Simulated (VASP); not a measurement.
Set up this calculation in VASP 6.6.1, as the native input.

* Task: band structure
* Functional: PBE
* Potentials or basis: VASP PAW PBE potentials, release 64 (Te, Nb_sv)
* Cutoff: 520 eV
* k mesh: 8 × 8 × 7
* Occupations: fermi-dirac, width 0.05 eV
* Spin: no spin polarisation
* Further INCAR settings: ALGO = Normal; EDIFF = 1e-07; NBANDS = 16

NbTe:

```xyz
2
Lattice="3.7030 0.0000 0.0000 -1.8515 3.2069 0.0000 0.0000 0.0000 3.6942" Properties=species:S:1:pos:R:3 pbc="T T T"
Te    1.8515    1.0690    0.0000
Nb    0.0000    0.0000    1.8471
```

The cell comes from a database or a generator and needn't be the stable form of this composition.

The input as run:

POSCAR

```
NbTe
1.0
    3.7029743866      0.0000000000      0.0000000000
   -1.8514871933      3.2068698884      0.0000000000
    0.0000000000      0.0000000000      3.6942110000
Te Nb
1 1
Direct
    0.6666666667      0.3333333333      0.0000000000
    0.0000000000      0.0000000000      0.5000000000
```

INCAR.step1

```
SYSTEM = NbTe
PREC = Accurate
ENCUT = 520
EDIFF = 1E-7
ISMEAR = -1
SIGMA = 0.05
LREAL = .FALSE.
LASPH = .TRUE.
NELM = 60
ALGO = Normal
ISIF = 2
LWAVE = .FALSE.
LCHARG = .TRUE.
LMAXMIX = 4
GGA = PE
NBANDS = 16
```

KPOINTS.step1

```
Automatic mesh
0
G
  8 8 7
  0 0 0
```

INCAR.step2

```
SYSTEM = NbTe
PREC = Accurate
ENCUT = 520
EDIFF = 1E-7
ISMEAR = 0
SIGMA = 0.05
LREAL = .FALSE.
LASPH = .TRUE.
NELM = 60
ALGO = Normal
ISIF = 2
LWAVE = .FALSE.
LCHARG = .FALSE.
LMAXMIX = 4
GGA = PE
NBANDS = 16
ICHARG = 11
```

KPOINTS.step2

```
path GMKGALHA,LM,KH
20
line-mode
reciprocal
 0.0000000000  0.0000000000  0.0000000000  G
 0.5000000000  0.0000000000  0.0000000000  M

 0.5000000000  0.0000000000  0.0000000000  M
 0.3333333333  0.3333333333  0.0000000000  K

 0.3333333333  0.3333333333  0.0000000000  K
 0.0000000000  0.0000000000  0.0000000000  G

 0.0000000000  0.0000000000  0.0000000000  G
 0.0000000000  0.0000000000  0.5000000000  A

 0.0000000000  0.0000000000  0.5000000000  A
 0.5000000000  0.0000000000  0.5000000000  L

 0.5000000000  0.0000000000  0.5000000000  L
 0.3333333333  0.3333333333  0.5000000000  H

 0.3333333333  0.3333333333  0.5000000000  H
 0.0000000000  0.0000000000  0.5000000000  A

 0.5000000000  0.0000000000  0.5000000000  L
 0.5000000000  0.0000000000  0.0000000000  M

 0.3333333333  0.3333333333  0.0000000000  K
 0.3333333333  0.3333333333  0.5000000000  H
```

Potentials or basis: VASP PAW PBE potentials, release 64 (Te, Nb_sv).

Command:

```bash
$ cat potpaw_PBE.64/Te/POTCAR potpaw_PBE.64/Nb_sv/POTCAR > POTCAR
$ cp INCAR.step1 INCAR
$ cp KPOINTS.step1 KPOINTS
$ mpirun -np 1 vasp_std > vasp.out
$ cp INCAR.step2 INCAR
$ cp KPOINTS.step2 KPOINTS
$ mpirun -np 1 vasp_std > vasp.out
```

It gave:

| Quantity | Value |
| --- | --- |
| Band gap along the path | none (metal or under the smearing width) |

Caveat: the log is that of the step along the path at fixed density, whose energy, stress, charges and moments have no meaning; spin-orbit coupling is left out, which moves the levels of the heavy elements.

Run time: 40 s on 1 thread of Intel(R) Xeon(R) 6975P-C (Granite Rapids), on a shared host, peak memory 0.25 GiB.
